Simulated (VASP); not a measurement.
A VASP calculation is set up with these files.

**POSCAR**
```
InHg
1
    1.7860000000     1.0311480000     4.3893330000
   -1.7860000000     1.0311480000     4.3893330000
    0.0000000000    -2.0622950000     4.3893330000
In Hg
1 1
Direct
  0.5000000000   0.5000000000   0.5000000000
  0.0000000000   0.0000000000   0.0000000000
```

### KPOINTS
```
Automatic
0
gamma
 11 11 11
0 0 0
```

**INCAR**
```
ALGO  =  Normal
EDIFF  =  1E-6
EDIFFG  =  -0.01
ENCUT  =  400
IBRION  =  2
ISIF  =  3
ISMEAR  =  1
LASPH  =  .True.
LCHARG  =  .False.
LMAXMIX  =  6
LREAL  =  .False.
LWAVE  =  .False.
NELM  =  100
NSW  =  60
PREC  =  Accurate
SIGMA  =  0.1
SYSTEM  =  InHg
```

POTCAR, in this order: In_d Hg (LDA.64 set). Program: vasp_std.

Write an equivalent input for Quantum ESPRESSO's pw.x.

One equivalent input (not run):
```
&CONTROL
  calculation = 'vc-relax'
  pseudo_dir = './pseudo'
  outdir = './out'
  tprnfor = .true.
  tstress = .true.
  nstep = 60
  forc_conv_thr = 0.00039
/
&SYSTEM
  ibrav = 0
  nat = 2
  ntyp = 2
  ecutwfc = 70
  occupations = 'smearing'
  smearing = 'methfessel-paxton'
  degauss = 0.00735
  input_dft = 'pz'
/
&ELECTRONS
  conv_thr = 7.3e-08
  electron_maxstep = 100
/
&IONS
/
&CELL
/
ATOMIC_SPECIES
  In 114.818 In.upf
  Hg 200.592 Hg.upf
CELL_PARAMETERS angstrom
     1.7860000    1.0311480    4.3893330
    -1.7860000    1.0311480    4.3893330
     0.0000000   -2.0622950    4.3893330
ATOMIC_POSITIONS crystal
  In   0.5000000  0.5000000  0.5000000
  Hg   0.0000000  0.0000000  0.0000000
K_POINTS automatic
  11 11 11 0 0 0
```
The two are equivalent in intent, not identical: the potentials are each code's own (VASP's PAW set, PseudoDojo norm-conserving files in pw.x), so ENCUT and ecutwfc are chosen apart and not converted; conv_thr bounds pw.x's estimated SCF error, while EDIFF bounds the energy change between steps; forc_conv_thr acts on force components and is met together with etot_conv_thr.

The structure comes from a measured InHg entry (R-3m) of the Crystallography Open Database, whose conditions weren't checked. This run relaxes it. Symmetry was kept, so distortions that lower it aren't found.
